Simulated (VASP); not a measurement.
An input for Quantum ESPRESSO's pw.x (written as the equivalent of a VASP run, and not itself run):

```
&CONTROL
  calculation = 'scf'
  pseudo_dir = './pseudo'
  outdir = './out'
  tprnfor = .true.
  tstress = .true.
/
&SYSTEM
  ibrav = 0
  nat = 2
  ntyp = 2
  ecutwfc = 84
  occupations = 'smearing'
  smearing = 'gaussian'
  degauss = 0.003675
  input_dft = 'pw91'
/
&ELECTRONS
  conv_thr = 7.3e-09
  electron_maxstep = 100
/
ATOMIC_SPECIES
  Ca 40.078 Ca.upf
  O 15.999 O.upf
CELL_PARAMETERS angstrom
     0.0000000    2.4629775    2.4629775
     2.4629775    0.0000000    2.4629775
     2.4629775    2.4629775    0.0000000
ATOMIC_POSITIONS crystal
  Ca   0.0000000  0.0000000  0.0000000
  O    0.5000000  0.5000000  0.5000000
K_POINTS automatic
  9 9 9 0 0 0
```

Task: Write the VASP files for the same calculation (PW91).

Result: This is not unique; one that fits is 
KPOINTS:
```
Automatic
0
gamma
  9 9 9
```

POSCAR:
```
CaO
1
    0.0000000000     2.4629775292     2.4629775292
    2.4629775292     0.0000000000     2.4629775292
    2.4629775292     2.4629775292     0.0000000000
Ca O
1 1
Direct
  0.0000000000   0.0000000000   0.0000000000
  0.5000000000   0.5000000000   0.5000000000
```

**INCAR**
```
ALGO = Normal
EDIFF = 1E-7
ENCUT = 520
GGA = 91
ISIF = 2
ISMEAR = 0
LASPH = .TRUE.
LCHARG = .FALSE.
LREAL = .FALSE.
LWAVE = .FALSE.
NELM = 100
PREC = Accurate
SIGMA = 0.05
SYSTEM = CaO
```

POTCAR, in this order: Ca_sv O (PBE.64 set). Program: vasp_std.

What does not carry over: the potentials are each code's own (VASP's PAW set, PseudoDojo norm-conserving files in pw.x), so ENCUT and ecutwfc are chosen apart and not converted; conv_thr bounds pw.x's estimated SCF error, while EDIFF bounds the energy change between steps.

The compound is CaO in the rock salt structure. This cell is one point of a volume scan, at 1.06 of the reference volume.
